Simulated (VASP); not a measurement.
Energy against volume of Bi (a7). These are vdW-DF-cx, VASP's PBE PAW potentials (set 64) (plane waves; VASP) values and carry that method's errors. Settings: 520 eV cut-off, 10×10×10 Γ-centred mesh, first-order Methfessel-Paxton smearing of 0.10 eV, potentials Bi_d.

Shape and ions are relaxed at each volume.

| V (Å³/atom) | E (eV/atom) |
|---|---|
| 33.511 | -0.70658 |
| 34.547 | -0.71110 |
| 35.583 | -0.70811 |
| 36.620 | -0.69919 |

Fit these four points and predict the energy of the run at 32.474 Å³/atom.

A cubic in V^(−2/3), the third-order Birch-Murnaghan form, passes through the four points with V0 = 34.61 Å³/atom and B0 = 38 GPa, and gives -0.6926 eV/atom there. The run gave -0.6927 eV/atom, -0.1 meV/atom from the fit; all five points give B0 = 38 GPa.

The compound is Bi in the a7 structure. It was relaxed first.
